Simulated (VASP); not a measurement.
All values below come from PBE GGA with D3 dispersion (Becke-Johnson damping), VASP's PBE PAW potentials (set 64) (plane waves; VASP).

VASP input:

File POSCAR:
```
Si atom
1
   12.0000000000     0.0000000000     0.0000000000
    0.0000000000    12.5000000000     0.0000000000
    0.0000000000     0.0000000000    13.0000000000
Si
1
Direct
  0.0000000000   0.0000000000   0.0000000000
```

**KPOINTS**
```
kpoints
0
G
  1 1 1
```

### INCAR
```
# general
SYSTEM  = Si atom
PREC    = Normal
ENCUT   = 520
LREAL   = .FALSE.
LASPH   = .TRUE.   # aspherical one-centre terms
ISYM    = 0

# electronic loop
EDIFF   = 1E-6   # SCF stop (eV)
NELM    = 200
ALGO    = All   # all-band CG

# smearing
ISMEAR  = 0   # Gaussian
SIGMA   = 0.01   # width (eV)

# functional
GGA     = PE
IVDW    = 12   # D3, Becke-Johnson

# spin
ISPIN   = 2
MAGMOM  = 2
NUPDOWN = 2

# output
LWAVE   = .FALSE.
LCHARG  = .FALSE.
LORBIT  = 10
```

POTCAR, in this order: Si (PBE.64 set). Program: vasp_gam. Read from the step before: WAVECAR.

What VASP printed:

### OUTCAR
```
 ion  position               nearest neighbor table
   1  0.000  0.000  0.000-
 Subroutine IBZKPT returns following result:
 Found      1 irreducible k-points:

 Following reciprocal coordinates:
            Coordinates               Weight
  0.000000  0.000000  0.000000      1.000000
   k-points           NKPTS =      1   k-points in BZ     NKDIM =      1   number of bands    NBANDS=      7
   number of dos      NEDOS =    301   number of ions     NIONS =      1
   total plane-waves  NPLWV = 392000
   dimension x,y,z NGX =    70 NGY =   70 NGZ =   80
   dimension x,y,z NGXF=   140 NGYF=  140 NGZF=  160
   ions per type =               1
   PREC   = normal    normal or accurate (medium, high low for compatibility)
   ISTART =      1    job   : 0-new  1-cont  2-samecut
   ICHARG =      0    charge: 1-file 2-atom 10-const
   ISPIN  =      2    spin polarized calculation?
   LNONCOLLINEAR =      F non collinear calculations
   LSORBIT =      F    spin-orbit coupling
   INIWAV =      1    electr: 0-lowe 1-rand  2-diag
   ENCUT  =  520.0 eV  38.22 Ry    6.18 a.u.  22.31 23.24 24.17*2*pi/ulx,y,z
   NELM   =    200;   NELMIN=  2; NELMDL=  0     # of ELM steps
   EDIFF  = 0.1E-05   stopping-criterion for ELM
   LREAL  =      F    real-space projection
...
```

### OSZICAR
```
       N       E                     dE             d eps       ncg     rms           ort
SDA:   1    -0.814201247298E+00   -0.81420E+00    0.00000E+00     7   0.645E-06   0.000E+00
CGA:   2    -0.814201440929E+00   -0.19363E-06   -0.20775E-06     7   0.188E-06   0.413E-07
   1 F= -.81442942E+00 E0= -.81057361E+00  d E =-.771161E-02  mag=     2.0000
```

**OUTCAR**
```
------------------------ aborting loop because EDIFF is reached ----------------------------------------
 Edisp (eV)   -0.00023
  FORCE on cell =-STRESS in cart. coord.  units (eV):
  Direction    XX          YY          ZZ          XY          YZ          ZX
  --------------------------------------------------------------------------------------
  Total      -0.00601     0.00510    -0.00197    -0.00091     0.00347    -0.00037
  in kB      -0.00494     0.00419    -0.00162    -0.00075     0.00285    -0.00031
  external pressure =       -0.00 kB  Pullay stress =        0.00 kB
  volume of cell :     1950.00
      direct lattice vectors                 reciprocal lattice vectors
    12.000000000  0.000000000  0.000000000     0.083333333  0.000000000  0.000000000
     0.000000000 12.500000000  0.000000000     0.000000000  0.080000000  0.000000000
     0.000000000  0.000000000 13.000000000     0.000000000  0.000000000  0.076923077
 POSITION                                       TOTAL-FORCE (eV/Angst)
 -----------------------------------------------------------------------------------
      0.00000      0.00000      0.00000        -0.000044     -0.000051     -0.000048
 -----------------------------------------------------------------------------------
    total drift:                               -0.000044     -0.000051     -0.000048
  FREE ENERGIE OF THE ION-ELECTRON SYSTEM (eV)
  ---------------------------------------------------
  free  energy   TOTEN  =        -0.8144294151 eV

  energy  without entropy=       -0.8067178080  energy(sigma->0) =       -0.81057361

 total charge

# of ion       s       p       d       tot
------------------------------------------
    1        0.947   0.569   0.000   1.516

 magnetization (x)

# of ion       s       p       d       tot
------------------------------------------
    1        0.003   0.569   0.000   0.572
```
(Selected blocks of OUTCAR.)

The atom may not be in its lowest state.

The cell is a free atom in a box.
